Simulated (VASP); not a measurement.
All values below come from PBEsol GGA, VASP's PBE PAW potentials (set 64) (plane waves; VASP).

A VASP calculation is set up with these files.

### INCAR
```
SYSTEM=Sb
PREC=Accurate; ENCUT=400; LREAL=.FALSE.
LASPH=.TRUE.
EDIFF=1E-6; NELM=100; ALGO=Normal
LMAXMIX=4
ISMEAR=1; SIGMA=0.1
GGA=PS
IBRION=2; NSW=60; ISIF=3
EDIFFG=-0.01
LWAVE=.FALSE.; LCHARG=.FALSE.
```

### POSCAR
```
Sb
1
   -1.8665181296     1.8665181296     1.8665181296
    1.8665181296    -1.8665181296     1.8665181296
    1.8665181296     1.8665181296    -1.8665181296
Sb
1
Direct
  0.0000000000   0.0000000000   0.0000000000
```

**KPOINTS**
```
kpoints
0
G
  12 12 12
0 0 0
```

POTCAR, in this order: Sb (PBE.64 set). Program: vasp_std.

What VASP printed:

File OSZICAR:
```
       N       E                     dE             d eps       ncg     rms          rms(c)
DAV:   1     0.538962063223E+01    0.53896E+01   -0.14191E+03   864   0.433E+02
DAV:   2    -0.425716045484E+01   -0.96468E+01   -0.93003E+01  1230   0.669E+01
DAV:   3    -0.440139825101E+01   -0.14424E+00   -0.14413E+00  1086   0.871E+00
DAV:   4    -0.440182756182E+01   -0.42931E-03   -0.42931E-03  1176   0.610E-01
DAV:   5    -0.440182939366E+01   -0.18318E-05   -0.18316E-05  1098   0.283E-02    0.180E+00
DAV:   6    -0.439815460146E+01    0.36748E-02   -0.17675E-03   966   0.265E-01    0.103E+00
DAV:   7    -0.439610405387E+01    0.20505E-02   -0.36334E-03   894   0.376E-01    0.450E-02
DAV:   8    -0.439610268264E+01    0.13712E-05   -0.36506E-05  1068   0.615E-02    0.612E-03
DAV:   9    -0.439610277496E+01   -0.92323E-07   -0.30211E-07   930   0.605E-03
   1 F= -.43961028E+01 E0= -.43957708E+01  d E =-.439610E+01
```

**OUTCAR**
```
------------------------ aborting loop because EDIFF is reached ----------------------------------------
  FORCE on cell =-STRESS in cart. coord.  units (eV):
  Direction    XX          YY          ZZ          XY          YZ          ZX
  --------------------------------------------------------------------------------------
  Total       -0.0040357     -0.0040357     -0.0040357      0.0000000     -0.0000000      0.0000000
  in kB       -0.2485826     -0.2485826     -0.2485826      0.0000000     -0.0000000      0.0000000
  external PRESSURE =      -0.2485826 kB  Pullay stress =       0.0000000 kB
  volume of cell :       26.01
      direct lattice vectors                 reciprocal lattice vectors
    -1.866518130  1.866518130  1.866518130     0.000000000  0.267878459  0.267878459
     1.866518130 -1.866518130  1.866518130     0.267878459  0.000000000  0.267878459
     1.866518130  1.866518130 -1.866518130     0.267878459  0.267878459  0.000000000
 POSITION                                       TOTAL-FORCE (eV/Angst)
 -----------------------------------------------------------------------------------
      0.00000      0.00000      0.00000         0.000000     -0.000000      0.000000
 -----------------------------------------------------------------------------------
    total drift:                                0.000000     -0.000000      0.000000
  FREE ENERGIE OF THE ION-ELECTRON SYSTEM (eV)
  ---------------------------------------------------
  free  energy   TOTEN  =        -4.3961027750 eV

  energy  without entropy=       -4.3951067066  energy(sigma->0) =       -4.39577075

 reached required accuracy - stopping structural energy minimisation
```
(Selected blocks of OUTCAR.)

The structure was generated: Sb was put into the bcc type (Im-3m), which need not be its known phase. It was relaxed first, which changed the volume by -5 %. The start is the result of an earlier pass.
